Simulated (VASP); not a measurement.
```
ZrSe2
1.0
    1.90210    -3.29453     0.00000
    1.90210     3.29453     0.00000
    0.00000     0.00000     6.64447
Zr Se
1 2
Direct
  0.00000   0.00000   0.00000
  0.33333   0.66667   0.23783
  0.66667   0.33333   0.76217
```

All values below come from PBE GGA, VASP's PBE PAW potentials (set 64) (plane waves; VASP). Settings: 400 eV cut-off, 8×8×4 Γ-centred mesh, tetrahedra with Blöchl corrections, potentials Zr_sv Se.

The cores are frozen, which limits the accuracy of field gradients. Without a dispersion term in the relaxation, distances and binding between the weakly bound layers, chains or molecules are unreliable, and so is what depends on them.

Give the principal components of the electric field gradient (V/Å²) and the asymmetry η at each nucleus.

| atom | Vxx | Vyy | Vzz | η |
|---|---|---|---|---|
| Zr1 | 12.8 | 12.8 | -25.7 | 0.00 |
| Se2 | 2.0 | 2.0 | -3.9 | 0.00 |
| Se3 | 2.0 | 2.0 | -3.9 | 0.00 |

The compound is ZrSe2 in the 1T layered structure. It was relaxed first, which changed the volume by +10 %.
